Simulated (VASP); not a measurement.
Input:

```
CELL_PARAMETERS angstrom
      3.20655     0.00000     0.00000
      0.00000     3.20655     0.00000
      0.00000     0.00000     3.20655
ATOMIC_POSITIONS crystal
  In 0.50000 0.50000 0.50000
  Pd 0.00000 0.00000 0.00000
```

Method: r2SCAN meta-GGA, VASP's PBE PAW potentials (set 64) (plane waves; VASP 6.6.1). Numerical set-up: 520 eV cut-off, 11×11×11 Γ-centred mesh, first-order Methfessel-Paxton smearing of 0.10 eV, potentials In_d Pd.

Q: Give the stress tensor in GPa (positive for a compressed cell).

A: 
```
9.44  0.00  0.00
0.00  9.44  0.00
0.00  0.00  9.44
```
The pressure is its mean diagonal, 9.44 GPa.

The compound is PdIn in the CsCl type structure. This cell is one point of a volume scan, at 0.94 of the reference volume. The electron count is odd and the run is not spin-polarised, which forces a metal.
